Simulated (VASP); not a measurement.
Enthalpies of GaN started in several structure types, each of which keeps its space group, in meV/atom over the wurtzite form. Level of theory: PBEsol GGA, VASP's PBE PAW potentials (set 64) (plane waves; VASP).

```csv
P (GPa),rock salt,wurtzite,zinc blende,CsCl type,NiAs type
0,437,0,6,1602,574
5,378,0,6,1558,522
10,321,0,6,1513,471
20,214,0,6,1425,376
30,113,0,6,1338,286
45,-27,0,7,1212,160
```

Problem. Which of these forms is stable at each pressure?

Solution. The wurtzite form is lowest at zero pressure; rock salt takes over from wurtzite near 42 GPa (by linear interpolation, static lattice, among these forms alone).

Structures that changed their space group on the way, and pressures that one of them lacks, are left out.
